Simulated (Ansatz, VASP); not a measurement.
# BeCd in two plane-wave programs

One calculation is typed for both programs; each brings its own data sets. How far apart do they land? The cell is generated by rule, not measured, and may not be a known phase. The cell is taken from a series of runs on this material, whose earlier steps may have relaxed, scaled, displaced or heated it; both programs get it as it stands.

Calculated with Ansatz 0.2.0; plane waves, with VASP 6.6.1 beside it; relaxation of cell and atoms at PBEsol.

### 1. The starting structure

The structure is orthorhombic, space group Cmmm (No. 65). Conventional cell: a = 6.180 Å, b = 6.620 Å, c = 2.819 Å, α = 90.00°, β = 90.00°, γ = 90.00°. Nearest to Be lie 3 Be at 2.28 to 2.82 Å and 8 Cd at 2.63 to 2.79 Å. Cd has 8 Be at 2.63 to 2.79 Å and 3 Cd at 2.81 to 2.82 Å nearest. Farther neighbours are not listed.

### 2. Ansatz: relaxation of cell and atoms, PBEsol, pair 1

Ansatz runs on norm-conserving files, of PseudoDojo where its log says so.

The relaxed volume is the usual yardstick between codes: in a stiff, nearly cubic crystal its relative difference is about their pressure difference at one cell divided by the bulk modulus.

Input file input.yaml:

```yaml
crystal:
  lattice:
    - [3.0900858932, -3.3102190327, 0.0]
    - [3.0900858932, 3.3102190327, 0.0]
    - [0.0, 0.0, 2.8192866367]
  atoms:
    - { symbol: Be, position: [0.1847636479, 0.1847636479, 0.0] }
    - { symbol: Be, position: [0.8152363521, 0.8152363521, 0.0] }
    - { symbol: Cd, position: [0.2876697372, 0.7123302628, 0.5] }
    - { symbol: Cd, position: [0.7123302628, 0.2876697372, 0.5] }
kpoints:
  mp_grid: { grid: [10, 10, 14] }
hamiltonian:
  xc: pbesol
  pseudopotentials: { kind: nc, accuracy: standard }
scf:
  occupations: { method: methfessel_paxton, width: 0.2 }
output:
  forces: true
  stress: true
  eigenvalues: true
relax:
  adjacent_minimum: "off"
  f_tol: 0.001
  max_steps: 60
  cell: { stress_tol: 0.01 }
```

On the command line:

```sh
$ ansatz run input.yaml --threads 4 --pin off --max-ram 7168MiB --backend cpu --events-out ev --progress --plain --runs-dir out
```

Numbers of over 12 decimals in the logs are rounded to 6 here.

Output:

```text
Engine: ansatz 0.2.0, aarch64-unknown-linux-gnu
Pseudopotentials: kind: nc
Pseudopotential: Be, nc, valence charge 4, recommended cutoff 1197.300995 eV (normal), Be.nc.azcp (PseudoDojo's, or run here from an input of PseudoDojo's; its table is named by hamiltonian.pseudopotentials.accuracy)
Pseudopotential: Cd, nc, valence charge 20, recommended cutoff 1387.780699 eV (normal), Cd.nc.azcp (PseudoDojo's, or run here from an input of PseudoDojo's; its table is named by hamiltonian.pseudopotentials.accuracy)
Functional definition: PBEsol
  exchange = pbesol_x
  correlation = pbesol_c
Crystal: 4 atoms, lattice volume = 57.676 Å³
Basis set: ecut = 1387.780699 eV, 6775 PW (Γ), exchange–correlation on 120×120×72 points (8 copies of the dense FFT grid, shifted against one another)
Bands: 29, of which v1, the nominal top of the filled ones, is band 24 counted from 1 (23 counted from 0)
Symmetry: 8 space group operations
Space group: Cmmm (ITA 65), of the structure as read, at distance tolerance 3.9e-5 Å
k-points: 248 of 1400
Non-local potential: Be, projectors of the file, l = 0: 2, l = 1: 2
Non-local potential: Cd, projectors of the file, l = 0: 2, l = 1: 2, l = 2: 2
Initial density: superposition of atomic densities (chi_scale 0.1, normalization cell, long waves kept (reshape's long-wave potential 0.00 eV rms))
Initial wavefunctions: pseudopotential atomic-orbital guess
Functional: x = pbesol(κ = 0.804, μ = 0.123457), c = pbesol(β = 0.046)
SCF iter   1: F=—  HF=-10290.418222 eV  |F-HF|=—  |Δ(HF+E_count)|=         —  Δρ=5.94e-2  dr2=3.65e0  ethr=3.10e-3  ⟨swp⟩=6.4  Hψ=32308  notcnv=0
preconditioner: auto → Kerker (q_TF=auto, 2.646 Å⁻¹)  [metal: Δε(μ)=0.036 eV  Ē_g=10.319 eV  σ=0.200 eV  W_gap=0.15  n_scr=18 (ndim 8)  ℏωp=25.9 eV  f_vac=0.000  D(μ)=0.37/eV (n_scr^D=0)]
SCF iter   2: F=—  HF=-10289.601461 eV  |F-HF|=—  |Δ(HF+E_count)|=   8.17e-1  S|Δr|=    0.00e0  Δρ=2.95e-2  dr2=9.83e-1  ethr=3.10e-3  ⟨swp⟩=2.1  Hψ=13315  notcnv=0  defer=128
SCF iter   3: F=—  HF=-10289.310115 eV  |F-HF|=—  |Δ(HF+E_count)|=   2.91e-1  S|Δr|=    0.00e0  Δρ=9.26e-3  dr2=1.08e-1  ethr=2.05e-3  ⟨swp⟩=2.1  Hψ=10223  notcnv=0  defer=127
SCF iter   4: F=—  HF=-10289.279034 eV  |F-HF|=—  |Δ(HF+E_count)|=   3.11e-2  S|Δr|=    0.00e0  Δρ=2.44e-3  dr2=2.39e-3  ethr=2.25e-4  ⟨swp⟩=2.2  Hψ=11556  notcnv=0  defer=127
SCF iter   5: F=—  HF=-10289.278174 eV  |F-HF|=—  |Δ(HF+E_count)|=   8.59e-4  S|Δr|=    0.00e0  Δρ=8.54e-4  dr2=2.11e-4  ethr=4.98e-6  ⟨swp⟩=2.0  Hψ=13949  notcnv=0  defer=123
SCF iter   6: F=—  HF=-10289.278115 eV  |F-HF|=—  |Δ(HF+E_count)|=   5.90e-5  S|Δr|=    0.00e0  Δρ=1.76e-4  dr2=1.32e-5  ethr=4.40e-7  ⟨swp⟩=2.6  Hψ=12823  notcnv=0  defer=123
SCF iter   7: F=—  HF=-10289.278046 eV  |F-HF|=—  |Δ(HF+E_count)|=   6.91e-5  S|Δr|=    0.00e0  Δρ=3.57e-5  dr2=4.10e-7  ethr=2.74e-8  ⟨swp⟩=2.5  Hψ=12092  notcnv=0  defer=123
SCF iter   8: F=-10289.278046 eV  HF=-10289.278046 eV  |F-HF|=5.83e-9  |Δ(HF+E_count)|=   1.83e-7  S|Δr|=    0.00e0  Δρ=6.71e-6  dr2=2.31e-8  ethr=2.08e-10  ⟨swp⟩=11.0  Hψ=44231  notcnv=0
SCF 1 converged in 8 iterations: F = -10289.278046 eV  dr2 = 2.31e-8
relax step   1: F+E_penalty+E_count = -10289.27804596 eV  Δ(F+E_penalty+E_count) = +0.000e0 eV  max|allowed force component| = 6.894e-4 eV/Å  Δτ_max = 0.0000 Å  P = +0.004 GPa  Ω = 57.676 Å³  (8 SCF iters, dr2 threshold 1.00e-7 eV, accepted)
Initial density: handed on by an earlier stage of this run
Initial wavefunctions: pseudopotential atomic-orbital guess (no wavefunctions were taken with the density)
iter 1 solved again at ethr=2.74e-7 eV; its pass at ethr=3.10e-3 eV (dr2=1.32e-4 eV) is discarded
SCF iter   1: F=—  HF=-10289.278115 eV  |F-HF|=—  |Δ(HF+E_count)|=         —  Δρ=7.18e-6  dr2=2.37e-8  ethr=2.74e-7  ⟨swp⟩=4.0  Hψ=58404  notcnv=0
eigensolver tolerance schedule: the retry pair's looser diagonalisation over-reported the residual by 5544.02 of it (diagonalisation noise at 0.96 of the residual, at the tolerance the schedule requests for it); recorded, not acted on — ethr = c·dr2/N_el stays at c = 1.0e-1
preconditioner: auto → Kerker (q_TF=auto, 2.646 Å⁻¹)  [metal: Δε(μ)=0.051 eV  Ē_g=11.506 eV  σ=0.200 eV  W_gap=0.21  n_scr=18 (ndim 8)  ℏωp=25.9 eV  f_vac=0.000  D(μ)=0.53/eV (n_scr^D=0)]
SCF iter   2: F=—  HF=-10289.278046 eV  |F-HF|=—  |Δ(HF+E_count)|=   6.93e-5  S|Δr|=    0.00e0  Δρ=4.39e-6  dr2=1.16e-8  ethr=4.94e-11  ⟨swp⟩=3.1  Hψ=17198  notcnv=0
SCF iter   3: F=—  HF=-10289.278046 eV  |F-HF|=—  |Δ(HF+E_count)|=   1.28e-9  S|Δr|=    0.00e0  Δρ=1.79e-6  dr2=7.19e-10  ethr=2.41e-11  ⟨swp⟩=2.0  Hψ=7925  notcnv=0
SCF iter   4: F=—  HF=-10289.278046 eV  |F-HF|=—  |Δ(HF+E_count)|=  1.60e-10  S|Δr|=    0.00e0  Δρ=7.73e-7  dr2=9.13e-11  ethr=1.50e-12  ⟨swp⟩=2.2  Hψ=12849  notcnv=0
SCF iter   5: F=—  HF=-10289.278046 eV  |F-HF|=—  |Δ(HF+E_count)|=  7.28e-12  S|Δr|=    0.00e0  Δρ=2.70e-7  dr2=1.52e-11  ethr=1.00e-12  ⟨swp⟩=1.0  Hψ=7204  notcnv=0
SCF iter   6: F=-10289.278046 eV  HF=-10289.278046 eV  |F-HF|=0.00e0  |Δ(HF+E_count)|=  5.46e-12  S|Δr|=    0.00e0  Δρ=5.10e-8  dr2=6.19e-13  ethr=1.00e-12  ⟨swp⟩=6.1  Hψ=42792  notcnv=0
SCF 2 converged in 6 iterations: F = -10289.278046 eV  dr2 = 6.19e-13
relax step   2: F+E_penalty+E_count = -10289.27804597 eV  Δ(F+E_penalty+E_count) = -3.651e-9 eV  max|allowed force component| = 6.888e-4 eV/Å  Δτ_max = 0.0000 Å  P = +0.004 GPa  Ω = 57.676 Å³  stress off target by 9.85e-3 GPa  SCF on the basis re-selected at this cell (its energy is not comparable with the rows above)  (6 SCF iters)
basis re-selected at this cell: Δ(F+E_penalty+E_count) = -3.651e-9 eV, ΔP = -0.000 GPa vs the last step (what re-selecting the basis moved, of the pressure what is left beyond the Pulay correction that the steps carried, after the strain that the cell walked since its last selection, with what the two solves' SCF thresholds leave and, on support functions, any second-order correction that the steps lacked; it is no m [...]
SCF converged after 6 iterations
Stability not checked: this state was not tested for a lower state beside it, because cold or Methfessel-Paxton smearing, or corrected tetrahedra, fill the levels in a way that the test cannot read (fill_not_monotonic; see scf.lower_state_search)
Free energy (F): -10289.278046 eV
Harris-Foulkes:  -10289.278046 eV  (|F-HF|=0.00e0)
Internal energy: -10289.279494 eV  (E = F + TS)
E sigma→0 (E₀):  -10289.278408 eV
Entropy (-TS):   0.001448 eV (0.362 meV/atom)
Fermi energy:    13.987614 eV
Step filling:    the computed levels leave a gap of 0.0022 eV = 0.0 smearing widths at the electron count; against every level under it full and every level over it empty, smearing changes F+E_penalty+E_count by +0.679 meV and its σ→0 estimate by +0.317 meV
--- Per-component energies (eV) ---
  E_band       = -1145.081905
  E_kinetic    = 3800.108515
  E_local      = -9154.877721  (includes V_loc(G=0)·N_el)
  E_nonlocal   = -329.475039
  E_hartree    = 2925.345554
  E_xc         = -1437.961169
  E_vxc        = -1311.528758  (∫ρ·V_xc dr)
  E_ewald      = -6092.419634
  E_smearing   = 0.001448  (= −TS)
  E_closure    = 0.000000  (closes the sum)
  Σ components = -10289.278046   (vs F -10289.278046, Δ=0.00e0)
--- Forces (eV/Å), atoms counted from 1 ---
  atom   1  Be     0.00002200     0.00000000     0.00000000
  atom   2  Be    -0.00002200     0.00000000     0.00000000
  atom   3  Cd     0.00000000    -0.00068880     0.00000000
  atom   4  Cd     0.00000000     0.00068880     0.00000000
  max |Σ_I F_I| component: 1.08e-19 eV/Å
--- Stress (GPa, compression-positive) ---
       -0.000213       0.000000       0.000000
        0.000000       0.009845       0.000000
        0.000000       0.000000       0.002216
  P = ⅓ Tr σ = 0.0039 GPa (0.039 kbar)
--- Band table (eV; the first three rows and the last of 248) ---
  k-point 0: bands = [... 20 lower, 5.1178, 9.9800, 10.7950, 11.7310, 13.3305, 16.2088, 18.3243, 19.2992, ... 1 higher]
  k-point 1: bands = [... 20 lower, 5.1378, 10.1335, 10.9526, 11.8156, 13.3806, 16.3134, 18.4158, 18.5643, ... 1 higher]
  k-point 2: bands = [... 20 lower, 5.1586, 10.5676, 11.4025, 12.0675, 13.5291, 16.6229, 17.0528, 18.6541, ... 1 higher]
  k-point 247: bands = [... 20 lower, 10.6900, 11.0001, 11.0876, 11.4786, 13.6595, 14.1674, 14.3104, 15.0400, ... 1 higher]
--- Relaxed structure (1 steps of the walk, 1 accepted, 1 SCFs on fresh bases) ---
  F+E_penalty+E_count = -10289.27804597 eV   max|allowed force component| = 6.888e-4 eV/Å   (the final SCF, on the basis selected at the relaxed cell)
  cell:  # Å, volume = 57.6762 Å³
    - [3.0900858932, -3.3102190327, 0.0]
    - [3.0900858932, 3.3102190327, 0.0]
    - [0.0, 0.0, 2.8192866367]
  atoms:
    - { symbol: Be, position: [0.184764, 0.184764, 0.0] }
    - { symbol: Be, position: [0.815236, 0.815236, 0.0] }
    - { symbol: Cd, position: [0.2876697372, 0.7123302628, 0.5] }
    - { symbol: Cd, position: [0.7123302628, 0.2876697372, 0.5] }
```

### 3. VASP: relaxation of cell and atoms, PBEsol, pair 1

The same cell, functional, mesh and smearing now go to VASP, with its own data sets.

Lines of VASP's logs that name or quote its potential files are left out, and so is its time.

Input file INCAR:

```
SYSTEM = BeCd
PREC = Accurate
ENCUT = 600
EDIFF = 1E-07
NELM = 120
ISMEAR = 1
SIGMA = 0.2
LREAL = .FALSE.
ALGO = Normal
GGA = PS
NBANDS = 20
LORBIT = 11
LWAVE = .FALSE.
LCHARG = .FALSE.
ISIF = 3
IBRION = 2
NSW = 80
EDIFFG = -0.005
LASPH = .TRUE.
GGA_COMPAT = .FALSE.
NELMIN = 4
KPAR = 2
```

Input file POSCAR:

```
BeCd
1.0
    3.0900860000     -3.3102190000      0.0000000000
    3.0900860000      3.3102190000      0.0000000000
    0.0000000000      0.0000000000      2.8192870000
Be Cd
2 2
Direct
    0.1847636279      0.1847636279      0.0000000000
    0.8152363721      0.8152363721      0.0000000000
    0.2876697886      0.7123302114      0.4999998227
    0.7123302114      0.2876697886      0.4999998227
```

Input file KPOINTS:

```
Automatic mesh
0
Gamma
10 10 14
0 0 0
```

The projector-augmented-wave data sets are Be and Cd (PBE family, release 64).

On the command line:

```sh
$ mpirun -np 2 vasp_std
```

Output:

```text
[banner, memory and clock lines left out]
running    2 mpi-ranks, on    1 nodes
 distrk:  each k-point on    1 cores,    2 groups
 distr:  one band on    1 cores,    1 groups

 POSCAR found type information on POSCAR BeCd
 POSCAR found :  2 types and       4 ions
|                                                                             |
|               ----> ADVICE to this user running VASP <----                  |
|                                                                             |
|     You enforced a specific xc type in the INCAR file but a different       |
|     [... a line on the potential file left out ...]
|     I HOPE YOU KNOW WHAT YOU ARE DOING!                                     |
|                                                                             |

 LDA part: xc-table for (Slater+PW92), standard interpolation
 POSCAR, INCAR and KPOINTS ok, starting setup
 FFT: planning ... GRIDC
 FFT: planning ... GRID_SOFT
 FFT: planning ... GRID
 WAVECAR not read
 entering main loop
       N       E                     dE             d eps       ncg     rms          rms(c)
DAV:   1     0.193780538987E+03    0.19378E+03   -0.15484E+04  9920   0.152E+03
DAV:   2    -0.446208702128E+01   -0.19824E+03   -0.19090E+03 10288   0.357E+02
DAV:   3    -0.980631315350E+01   -0.53442E+01   -0.53067E+01 12112   0.657E+01
DAV:   4    -0.982848182124E+01   -0.22169E-01   -0.22157E-01 10904   0.393E+00
DAV:   5    -0.982859878383E+01   -0.11696E-03   -0.11695E-03 11812   0.276E-01    0.798E+00
DAV:   6    -0.886965663564E+01    0.95894E+00   -0.27340E+00 11996   0.207E+01    0.661E+00
DAV:   7    -0.883857489199E+01    0.31082E-01   -0.25345E-01 11060   0.350E+00    0.355E+00
DAV:   8    -0.882777014783E+01    0.10805E-01   -0.18104E-02 10808   0.156E+00    0.249E-01
DAV:   9    -0.882728874296E+01    0.48140E-03   -0.16844E-03 11880   0.512E-01    0.574E-02
DAV:  10    -0.882724813365E+01    0.40609E-04   -0.21967E-04 10740   0.131E-01    0.399E-02
DAV:  11    -0.882724824223E+01   -0.10858E-06   -0.13390E-05 11516   0.246E-02    0.675E-03
DAV:  12    -0.882724745633E+01    0.78590E-06   -0.47767E-06 10672   0.165E-02    0.772E-03
DAV:  13    -0.882724729653E+01    0.15981E-06   -0.39169E-07  9032   0.732E-03    0.770E-04
DAV:  14    -0.882724727258E+01    0.23942E-07   -0.16657E-08  5524   0.101E-03
   1 F= -.88272473E+01 E0= -.88277169E+01  d E =-.882725E+01
 curvature:   0.00 expect dE= 0.000E+00 dE for cont linesearch  0.000E+00
 trial: gam= 0.00000 g(F)=  0.520E-05 g(S)=  0.206E-03 ort = 0.000E+00 (trialstep = 0.100E+01)
 search vector abs. value=  0.211E-03
 bond charge predicted
       N       E                     dE             d eps       ncg     rms          rms(c)
DAV:   1    -0.882958556539E+01   -0.23383E-02   -0.44304E-02 10640   0.255E+00    0.342E-01
DAV:   2    -0.882749320444E+01    0.20924E-02   -0.61317E-03 10524   0.109E+00    0.119E-01
DAV:   3    -0.882737583798E+01    0.11737E-03   -0.27529E-04 10908   0.163E-01    0.957E-02
DAV:   4    -0.882733514993E+01    0.40688E-04   -0.63958E-05 10440   0.607E-02    0.121E-02
DAV:   5    -0.882733347347E+01    0.16765E-05   -0.59275E-06 10916   0.289E-02    0.492E-03
DAV:   6    -0.882733324623E+01    0.22724E-06   -0.92822E-07 10276   0.628E-03    0.206E-03
DAV:   7    -0.882733321351E+01    0.32716E-07   -0.65969E-08  5484   0.247E-03
   2 F= -.88273332E+01 E0= -.88277960E+01  d E =-.859409E-04
 trial-energy change:   -0.000086  1 .order   -0.000088   -0.000211    0.000034
 step:   0.8524(harm=  0.8597)  dis= 0.00027  next Energy=    -8.827336 (dE=-0.885E-04)
 bond charge predicted
       N       E                     dE             d eps       ncg     rms          rms(c)
DAV:   1    -0.882738452140E+01   -0.51275E-04   -0.96350E-04 10628   0.375E-01    0.501E-02
DAV:   2    -0.882733749917E+01    0.47022E-04   -0.13474E-04 10540   0.162E-01    0.174E-02
DAV:   3    -0.882733552611E+01    0.19731E-05   -0.60272E-06 10852   0.238E-02    0.140E-02
DAV:   4    -0.882733587559E+01   -0.34948E-06   -0.14105E-06 10436   0.904E-03    0.186E-03
DAV:   5    -0.882733580843E+01    0.67163E-07   -0.13167E-07  5440   0.437E-03
   3 F= -.88273358E+01 E0= -.88277997E+01  d E =-.885358E-04
 curvature:  -0.43 expect dE=-0.279E-05 dE for cont linesearch -0.166E-07
 trial: gam= 0.04436 g(F)=  0.216E-05 g(S)=  0.434E-05 ort =-0.286E-05 (trialstep = 0.970E+00)
 search vector abs. value=  0.666E-05
 reached required accuracy - stopping structural energy minimisation
```

Parts of OUTCAR (step 3):

```text
ion  position               nearest neighbor table
   1  0.185  0.185  0.000-   2 2.28   3 2.63   4 2.63   3 2.63   4 2.63   3 2.79   4 2.79   3 2.79
                             4 2.79
   2  0.815  0.815  0.000-   1 2.28   3 2.63   4 2.63   3 2.63   4 2.63   4 2.79   3 2.79   4 2.79
                             3 2.79
   3  0.288  0.712  0.500-   1 2.63   2 2.63   1 2.63   2 2.63   2 2.79   1 2.79   1 2.79   2 2.79
                             4 2.81   4 3.13   4 3.13
   4  0.712  0.288  0.500-   1 2.63   2 2.63   1 2.63   2 2.63   2 2.79   1 2.79   1 2.79   2 2.79
                             3 2.81   3 3.13   3 3.13

  LATTYP: Found a base centered orthorhombic cell.
 ALAT       =     6.1801720000
 B/A-ratio  =     1.0712384704
 C/A-ratio  =     0.4561826111

 Subroutine GETGRP returns: Found  8 space group operations
 (whereof  8 operations were pure point group operations)

The static configuration has the point symmetry D_2h.

 Found    248 irreducible k-points:

   k-points           NKPTS =    248   k-points in BZ     NKDIM =    248   number of bands    NBANDS=     20

   dimension x,y,z NGX =    36 NGY =   36 NGZ =   24
   dimension x,y,z NGXF=    72 NGYF=   72 NGZF=   48

   ENCUT  =  600.0 eV  44.10 Ry    6.64 a.u.   9.04  9.04  5.63*2*pi/ulx,y,z

   NELECT =      28.0000    total number of electrons

 k-points in reciprocal lattice and weights: Automatic mesh
   0.00000000  0.00000000  0.00000000       0.001
   0.10000000  0.00000000  0.00000000       0.003
   0.20000000  0.00000000  0.00000000       0.003
   0.30000000  0.00000000  0.00000000       0.003
   0.40000000  0.00000000  0.00000000       0.003
   0.50000000  0.00000000  0.00000000       0.001
   0.10000000  0.10000000  0.00000000       0.001
   0.20000000  0.10000000  0.00000000       0.003
   0.30000000  0.10000000  0.00000000       0.003
[...]
-0.40000000  0.40000000  0.50000000       0.001
   0.50000000  0.50000000  0.50000000       0.001

 average (electrostatic) potential at core
       1 -36.3363       2 -36.3363       3 -38.0152       4 -38.0152

 E-fermi :   4.6137

 k-point     1 :       0.0000    0.0000    0.0000
  band No.  band energies     occupation
    ...
     11      -4.2625      2.00000
     12       0.6169      2.00000
     13       1.4306      2.00000
     14       2.3583      2.00000
     15       3.9453      2.00002
     16       6.8530     -0.00000
     17       9.0050      0.00000
     18       9.9658      0.00000
     19      10.7440      0.00000
     20      11.3769      0.00000

 k-point     2 :       0.1000    0.0000    0.0000
  band No.  band energies     occupation
    ...
     11      -4.2874      2.00000
     12       0.2048      2.00000
     13       1.1606      2.00000
     14       2.8833      2.00000
     15       4.2754      2.03783
     16       6.6235     -0.00000
     17       8.5425     -0.00000
     18      10.0438      0.00000
     19      11.1261      0.00000
     20      11.9464      0.00000

 k-point     3 :       0.2000    0.0000    0.0000
  band No.  band energies     occupation
    ...
     10      -4.3346      2.00000
     11      -4.3150      2.00000
     12      -0.8221      2.00000
     13       1.3248      2.00000
     14       3.2016      2.00000
     15       5.1661     -0.00067
     16       6.2320     -0.00000
     17       7.8053     -0.00000
     18      10.2685      0.00000
     19      12.0586      0.00000
    ...

  Total       -0.0165372     -0.0057995      0.0072557      0.0000000      0.0000000      0.0000000
  in kB       -0.4583625     -0.1607463      0.2011054      0.0000000      0.0000000      0.0000000
  external PRESSURE =      -0.1393345 kB  Pullay stress =       0.0000000 kB

  energy-cutoff  :      600.00
  volume of cell :       57.80
      direct lattice vectors                 reciprocal lattice vectors
     3.091433335 -3.312954496  0.000000000     0.161737274 -0.150922689  0.000000000
     3.091433335  3.312954496  0.000000000     0.161737274  0.150922689  0.000000000
     0.000000000  0.000000000  2.822007372     0.000000000  0.000000000  0.354357685

 POSITION                                       TOTAL-FORCE (eV/Angst)
 -----------------------------------------------------------------------------------
      1.14250      0.00000      0.00000        -0.000086      0.000000      0.000000
      5.04037      0.00000      0.00000         0.000086      0.000000      0.000000
      3.09143      1.40715      1.41100        -0.000000      0.004733      0.000000
      3.09143     -1.40715      1.41100        -0.000000     -0.004733      0.000000
 -----------------------------------------------------------------------------------
    total drift:                                0.000000      0.000000      0.000272

  FREE ENERGIE OF THE ION-ELECTRON SYSTEM (eV)
  ---------------------------------------------------
  free  energy   TOTEN  =        -8.8273358084 eV

  energy  without entropy=       -8.8287273689  energy(sigma->0) =       -8.82779966

 reached required accuracy - stopping structural energy minimisation

 total charge
# of ion       s       p       d       tot
------------------------------------------
    1        0.351   0.522   0.000   0.873
    2        0.351   0.522   0.000   0.873
    3        0.513   0.472   9.455  10.440
    4        0.513   0.472   9.455  10.440
--------------------------------------------------
tot          1.728   1.988  18.910  22.626

[... 3 further parts left out ...]
```

The run keeps the 8 symmetry operations of its start, so it cannot find a distortion of lower symmetry.

(Part 1 of 2 ends here.)

[Lines on the potential files, build, host, timing and source positions are cut from VASP's logs without a mark.]

[Logs are printed without paths, hosts, clocks, repeated set-up lines and the standing remarks that a program may print on its own settings, such as how far it seeks lower states.]

[Hosts, paths, dates, database ids (printed as entryN), source tags and the programs' standing remarks are cut or masked in the printed files.]
